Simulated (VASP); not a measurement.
The system is MoS2.

```
Mo S
1.0
     3.16100    0.00000    0.00000
    -1.58050    2.73751    0.00000
     0.00000    0.00000   12.90975
Mo S
2 4
Direct
  0.33333 0.66667 0.25000
  0.66667 0.33333 0.75000
  0.66667 0.33333 0.37123
  0.66667 0.33333 0.12877
  0.33333 0.66667 0.87123
  0.33333 0.66667 0.62877
```

The cell was built by a generator and needn't be a form met in nature.

Base run:

* Program: VASP 6.6.1
* Functional: vdW-DF
* Potentials or basis: VASP PAW PBE potentials, release 64 (Mo_sv, S)
* Cutoff: 520 eV
* k mesh: 8 × 8 × 2
* Occupations: fermi-dirac, width 0.05 eV
* Spin: no spin polarisation

Its results: band gap on the k mesh 1.26 eV, indirect (least direct gap 1.98 eV); pressure 7.3 GPa; largest force 0.579 eV/Å.

Question: The run is repeated on the same cell with these changes: functional from vdW-DF to PBE. What comes out?

Answer: Band gap on the k mesh 1.24 eV, indirect (least direct gap 1.99 eV); pressure 2.1 GPa; largest force 0.047 eV/Å.

Caveats: the PAW data sets were made with another functional, which shifts forces and pressure a little (some runs); this functional lacks dispersion, which binds the layers, so the pressure and a relaxed spacing across them are unreliable (some runs).

A k mesh can miss the band edges.
